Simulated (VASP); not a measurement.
Computed with revPBE GGA, VASP's PBE PAW potentials (set 64) (plane waves; VASP).

VASP input:

**KPOINTS**
```
kpoints
0
gamma
  9 9 2
0 0 0
```

POSCAR:
```
WS2
1
    1.6015394348    -2.7739476485    -0.0000000000
    1.6015394348     2.7739476485     0.0000000000
    0.0000000000    -0.0000000000    16.0643719842
W S
2 4
Direct
  0.3333330000   0.6666670000   0.2500000000
  0.6666670000   0.3333330000   0.7500000000
  0.3333330000   0.6666670000   0.8479124447
  0.6666670000   0.3333330000   0.3479124447
  0.6666670000   0.3333330000   0.1520875553
  0.3333330000   0.6666670000   0.6520875553
```

### INCAR
```
ALGO = Normal
EDIFF = 1E-7
ENCUT = 520
GGA = RE
ISIF = 2
ISMEAR = -5
LASPH = .TRUE.
LCHARG = .TRUE.
LEFG = .TRUE.
LMAXMIX = 6
LORBIT = 11
LREAL = .FALSE.
LWAVE = .FALSE.
NEDOS = 601
NELM = 100
PREC = Accurate
SYSTEM = WS2
```

POTCAR, in this order: W_sv S (PBE.64 set). Program: vasp_std.

The run wrote:

### OUTCAR
```
 ion  position               nearest neighbor table
   1  0.333  0.667  0.250-   4 2.43   5 2.43   4 2.43   5 2.43   4 2.43   5 2.43
   2  0.667  0.333  0.750-   3 2.43   6 2.43   3 2.43   6 2.43   3 2.43   6 2.43
   3  0.333  0.667  0.848-   2 2.43   2 2.43   2 2.43
   4  0.667  0.333  0.348-   1 2.43   1 2.43   1 2.43
   5  0.667  0.333  0.152-   1 2.43   1 2.43   1 2.43
   6  0.333  0.667  0.652-   2 2.43   2 2.43   2 2.43
  LATTYP: Found a hexagonal cell.
 ALAT       =     3.2030788498
 C/A-ratio  =     5.0152908304
 Subroutine PRICEL returns:
 Original cell was already a primitive cell.
 Subroutine GETGRP returns: Found 24 space group operations
The static configuration has the point symmetry D_3d.
 The point group associated with its full space group is D_6h.
The dynamic configuration has the point symmetry D_3d.
 Subroutine INISYM returns: Found 24 space group operations
 Subroutine IBZKPT returns following result:
 Found     24 irreducible k-points:

 Following reciprocal coordinates:
            Coordinates               Weight
  0.000000  0.000000  0.000000      1.000000
  0.111111 -0.000000  0.000000      6.000000
  0.222222  0.000000  0.000000      6.000000
  0.333333 -0.000000  0.000000      6.000000
  0.444444  0.000000  0.000000      6.000000
  0.111111  0.111111  0.000000      6.000000
  0.222222  0.111111  0.000000     12.000000
  0.333333  0.111111  0.000000     12.000000
  0.444444  0.111111  0.000000      6.000000
  0.222222  0.222222  0.000000      6.000000
  0.333333  0.222222  0.000000     12.000000
  0.333333  0.333333  0.000000      2.000000
  0.000000  0.000000  0.500000      1.000000
  0.111111 -0.000000  0.500000      6.000000
  0.222222  0.000000  0.500000      6.000000
  0.333333 -0.000000  0.500000      6.000000
  0.444444  0.000000  0.500000      6.000000
  0.111111  0.111111  0.500000      6.000000
  0.222222  0.111111  0.500000     12.000000
  0.333333  0.111111  0.500000     12.000000
  0.444444  0.111111  0.500000      6.000000
  0.222222  0.222222  0.500000      6.000000
  0.333333  0.222222  0.500000     12.000000
  0.333333  0.333333  0.500000      2.000000
   k-points           NKPTS =     24   k-points in BZ     NKDIM =     24   number of bands    NBANDS=     31
   number of dos      NEDOS =    601   number of ions     NIONS =      6
   total plane-waves  NPLWV =  69120
   dimension x,y,z NGX =    24 NGY =   24 NGZ =  120
   dimension x,y,z NGXF=    48 NGYF=   48 NGZF=  240
   ions per type =               2   4
   PREC   = accura    normal or accurate (medium, high low for compatibility)
   ISTART =      0    job   : 0-new  1-cont  2-samecut
   ICHARG =      2    charge: 1-file 2-atom 10-const
   ISPIN  =      1    spin polarized calculation?
   LNONCOLLINEAR =      F non collinear calculations
   LSORBIT =      F    spin-orbit coupling
   INIWAV =      1    electr: 0-lowe 1-rand  2-diag
   ENCUT  =  520.0 eV  38.22 Ry    6.18 a.u.   5.96  5.96 29.87*2*pi/ulx,y,z
   NELM   =    100;   NELMIN=  2; NELMDL= -5     # of ELM steps
   EDIFF  = 0.1E-06   stopping-criterion for ELM
   LREAL  =      F    real-space projection
   NLSPLINE    = F    spline interpolate recip. space projectors
   LMAXMIX     =    6 max onsite mixed and CHGCAR
   VOSKOWN=      0    Vosko Wilk Nusair interpolation
   EDIFFG = 0.1E-05   stopping-criterion for IOM
   NSW    =      0    number of steps for IOM
   NBLOCK =      1;   KBLOCK =      1    inner block; outer block
   IBRION =     -1    ionic relax: 0-MD 1-quasi-New 2-CG
   NFREE  =      0    steps in history (QN), initial steepest desc. (CG)
   ISIF   =      2    stress and relaxation
   ISYM   =      2    0-nonsym 1-usesym 2-fastsym
   TEIN   =    0.0    initial temperature
   TEBEG  =    0.0;   TEEND  =   0.0 temperature during run
...
```

**OSZICAR**
```
       N       E                     dE             d eps       ncg     rms          rms(c)
DAV:   1     0.516646775335E+03    0.51665E+03   -0.28781E+04  1688   0.160E+03
DAV:   2    -0.140501737279E+02   -0.53070E+03   -0.51977E+03  1800   0.416E+02
DAV:   3    -0.470940733045E+02   -0.33044E+02   -0.32822E+02  1878   0.970E+01
DAV:   4    -0.481313966565E+02   -0.10373E+01   -0.10347E+01  1874   0.178E+01
DAV:   5    -0.481672420566E+02   -0.35845E-01   -0.35833E-01  1898   0.328E+00    0.362E+01
DAV:   6    -0.456972739008E+02    0.24700E+01   -0.15719E+01  1714   0.225E+01    0.165E+01
DAV:   7    -0.454557203746E+02    0.24155E+00   -0.36484E+00  1828   0.900E+00    0.633E+00
DAV:   8    -0.453470132735E+02    0.10871E+00   -0.56297E-01  2001   0.448E+00    0.169E+00
DAV:   9    -0.453483550729E+02   -0.13418E-02   -0.47580E-02  1971   0.117E+00    0.888E-01
DAV:  10    -0.453467149973E+02    0.16401E-02   -0.23874E-02  1947   0.956E-01    0.226E-01
DAV:  11    -0.453463725000E+02    0.34250E-03   -0.32272E-03  1792   0.357E-01    0.141E-01
DAV:  12    -0.453463731419E+02   -0.64186E-06   -0.20674E-04  1949   0.810E-02    0.538E-02
DAV:  13    -0.453463380458E+02    0.35096E-04   -0.24262E-04  1776   0.844E-02    0.308E-02
DAV:  14    -0.453463352008E+02    0.28450E-05   -0.28956E-05  2045   0.287E-02    0.120E-02
DAV:  15    -0.453463349348E+02    0.26596E-06   -0.32691E-06  1718   0.115E-02    0.622E-03
DAV:  16    -0.453463353963E+02   -0.46145E-06   -0.10780E-06  1611   0.686E-03    0.124E-03
DAV:  17    -0.453463354253E+02   -0.29073E-07   -0.69692E-08  1229   0.148E-03
   1 F= -.45346335E+02 E0= -.45346335E+02  d E =0.000000E+00
```

File OUTCAR:
```
------------------------ aborting loop because EDIFF is reached ----------------------------------------
  FORCE on cell =-STRESS in cart. coord.  units (eV):
  Direction    XX          YY          ZZ          XY          YZ          ZX
  --------------------------------------------------------------------------------------
  Total        0.0127604      0.0127604     -0.0472469      0.0000000      0.0000000      0.0000000
  in kB        0.1432339      0.1432339     -0.5303394      0.0000000      0.0000000      0.0000000
  external PRESSURE =      -0.0812906 kB  Pullay stress =       0.0000000 kB
  volume of cell :      142.73
      direct lattice vectors                 reciprocal lattice vectors
     1.601539435 -2.773947649  0.000000000     0.312199618 -0.180248535  0.000000000
     1.601539435  2.773947649  0.000000000     0.312199618  0.180248535  0.000000000
     0.000000000  0.000000000 16.064371984     0.000000000  0.000000000  0.062249555
 POSITION                                       TOTAL-FORCE (eV/Angst)
 -----------------------------------------------------------------------------------
      1.60154      0.92465      4.01609         0.000000      0.000000     -0.000000
      1.60154     -0.92465     12.04828        -0.000000     -0.000000     -0.000000
      1.60154      0.92465     13.62118        -0.000000     -0.000000     -0.016383
      1.60154     -0.92465      5.58899         0.000000      0.000000     -0.016383
      1.60154     -0.92465      2.44319         0.000000      0.000000      0.016383
      1.60154      0.92465     10.47538         0.000000     -0.000000      0.016383
 -----------------------------------------------------------------------------------
    total drift:                                0.000169      0.001265     -0.000036
  FREE ENERGIE OF THE ION-ELECTRON SYSTEM (eV)
  ---------------------------------------------------
  free  energy   TOTEN  =       -45.3463354253 eV

  energy  without entropy=      -45.3463354253  energy(sigma->0) =      -45.34633543

 total charge

# of ion       s       p       d       tot
------------------------------------------
    1        2.314   6.313   3.334  11.961
    2        2.314   6.313   3.334  11.961
    3        1.360   2.362   0.000   3.722
    4        1.360   2.362   0.000   3.722
    5        1.360   2.362   0.000   3.722
    6        1.360   2.362   0.000   3.722
--------------------------------------------------
tot         10.067  22.077   6.667  38.811

 Electric field gradients after diagonalization (V/A^2)
 (convention: |V_zz| > |V_xx| > |V_yy|)
----------------------------------------------------------------------
 ion       V_xx      V_yy      V_zz     asymmetry (V_yy - V_xx)/ V_zz
----------------------------------------------------------------------
   1      76.104    76.103  -152.207       0.000
   2      76.104    76.103  -152.207       0.000
   3      23.686    23.685   -47.370       0.000
   4      23.686    23.685   -47.370       0.000
   5      23.686    23.685   -47.370       0.000
   6      23.686    23.685   -47.370       0.000
```
(Selected blocks of OUTCAR.)

Without a dispersion term in the relaxation, distances and binding between the weakly bound layers, chains or molecules are unreliable, and so is what depends on them.

The compound is WS2 in the 2H layered structure. It was relaxed first, which changed the volume by +35 %.
